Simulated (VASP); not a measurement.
Given:

```yaml
crystal:
  lattice:
    - [4.03862, 0.00000, 0.00000]
    - [-2.01931, 3.49755, 0.00000]
    - [0.00000, 0.00000, 5.05534]
  atoms:
    - { symbol: Pd, position: [0.00000, 0.00000, 0.00000] }
    - { symbol: Te, position: [0.33333, 0.66667, 0.26729] }
    - { symbol: Te, position: [0.66667, 0.33333, 0.73271] }
```

Calculation: PBEsol GGA with spin-orbit coupling, VASP's PBE PAW potentials (set 64) (plane waves; VASP 6.6.1). Settings: 400 eV cut-off, 8×8×6 Γ-centred mesh, Gaussian smearing of 0.050 eV, potentials Pd Te.

Problem. Give the energies of bands 15 to 28 at the high-symmetry points, in eV from the Fermi level.

Solution. 
| band | Γ | M | K | A | L | H |
|---|---|---|---|---|---|---|
| 15 | -2.33 | -3.11 | -3.31 | -2.15 | -3.16 | -3.66 |
| 16 | -2.33 | -3.11 | -3.31 | -2.15 | -3.16 | -3.66 |
| 17 | -0.55 | -3.06 | -1.68 | -1.13 | -2.81 | -3.19 |
| 18 | -0.55 | -3.06 | -1.68 | -1.13 | -2.81 | -3.19 |
| 19 | 0.25 | -2.78 | -1.67 | -0.86 | -1.91 | -2.62 |
| 20 | 0.25 | -2.78 | -1.67 | -0.86 | -1.91 | -2.62 |
| 21 | 0.44 | -2.36 | -1.35 | -0.68 | -0.28 | -2.52 |
| 22 | 0.44 | -2.36 | -1.35 | -0.68 | -0.28 | -2.52 |
| 23 | 0.75 | 0.00 | -0.43 | 1.74 | 0.02 | 2.50 |
| 24 | 0.75 | 0.00 | -0.43 | 1.74 | 0.02 | 2.50 |
| 25 | 2.05 | 2.47 | -0.34 | 2.17 | 1.38 | 2.80 |
| 26 | 2.05 | 2.47 | -0.34 | 2.17 | 1.38 | 2.80 |
| 27 | 2.90 | 3.88 | 3.66 | 4.61 | 4.76 | 7.06 |
| 28 | 2.90 | 3.88 | 3.66 | 4.61 | 4.76 | 7.07 |

It has no gap at this level: it comes out as a metal or semimetal.

The structure comes from a measured Te2Pd entry (P-3m1) of the Crystallography Open Database, whose conditions weren't checked. It was relaxed first.
